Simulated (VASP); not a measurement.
Consider the following.

```
NbC
1.0
    0.00000     2.21361     2.21361
    2.21361     0.00000     2.21361
    2.21361     2.21361     0.00000
Nb C
1 1
Direct
  0.00000   0.00000   0.00000
  0.50000   0.50000   0.50000
```

Level of theory: LDA (Ceperley-Alder, Perdew-Zunger), VASP's LDA PAW potentials (set 64) (plane waves; VASP 6.6.1). Run with 520 eV cut-off, 16×16×16 Γ-centred mesh, tetrahedra with Blöchl corrections, potentials Nb_sv C.

### Question
Estimate the energy per atom (σ→0), band gap (on the k-mesh) with the smallest direct gap where there is one.

### Answer

The band gap (on the k-mesh) is none (metal, semimetal or under 0.01 eV) and the energy per atom (σ→0) is -11.321 eV/atom.

Total energies compare only between runs with the same potentials, cut-off and functional.

The compound is NbC in the rock salt structure. It was relaxed first. The electron count is odd and the run is not spin-polarised, which forces a metal.
